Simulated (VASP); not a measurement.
An input for Quantum ESPRESSO's pw.x (written as the equivalent of a VASP run, and not itself run):

```
&CONTROL
  calculation = 'vc-relax'
  pseudo_dir = './pseudo'
  outdir = './out'
  tprnfor = .true.
  tstress = .true.
  nstep = 40
  forc_conv_thr = 0.00078
/
&SYSTEM
  ibrav = 0
  nat = 3
  ntyp = 2
  ecutwfc = 58
  occupations = 'smearing'
  smearing = 'methfessel-paxton'
  degauss = 0.00735
  input_dft = 'pbesol'
/
&ELECTRONS
  conv_thr = 7.3e-08
  electron_maxstep = 100
/
&IONS
/
&CELL
  press = 100
/
ATOMIC_SPECIES
  Hf 178.490 Hf.upf
  S 32.060 S.upf
CELL_PARAMETERS angstrom
     1.7267178   -2.9907624    0.0000000
     1.7267178    2.9907624   -0.0000000
     0.0000000   -0.0000000    5.2954517
ATOMIC_POSITIONS crystal
  Hf   0.0000000  0.0000000  1.0000000
  S    0.3333330  0.6666670  0.2788653
  S    0.6666670  0.3333330  0.7211347
K_POINTS automatic
  10 10 6 0 0 0
```

Q: Write the VASP files for the same calculation (PBEsol).

A: Several could match; the one computed here: 
**POSCAR**
```
HfS2
1
    1.7267177624    -2.9907623520     0.0000000000
    1.7267177624     2.9907623520    -0.0000000000
    0.0000000000    -0.0000000000     5.2954516758
Hf S
1 2
Direct
  0.0000000000   0.0000000000   1.0000000000
  0.3333330000   0.6666670000   0.2788652638
  0.6666670000   0.3333330000   0.7211347362
```

**KPOINTS**
```
Automatic mesh
0
Gamma
10 10 6
0 0 0
```

### INCAR
```
SYSTEM = HfS2
PREC = Accurate; ENCUT = 500; LREAL = F
LASPH = T
EDIFF = 1E-6; NELM = 100; ALGO = Normal
LMAXMIX = 6
ISMEAR = 1; SIGMA = 0.1
GGA = PS
IBRION = 2; NSW = 40; ISIF = 3
EDIFFG = -0.02; PSTRESS = 100
LWAVE = F; LCHARG = F
```

POTCAR, in this order: Hf_pv S (PBE.64 set). Program: vasp_std.

The two are equivalent in intent, not identical: the potentials are each code's own (VASP's PAW set, PseudoDojo norm-conserving files in pw.x), so ENCUT and ecutwfc are chosen apart and not converted; conv_thr bounds pw.x's estimated SCF error, while EDIFF bounds the energy change between steps; forc_conv_thr acts on force components and is met together with etot_conv_thr.

The compound is HfS2 in the 1T layered structure. It was relaxed first under an external pressure of 10 GPa.
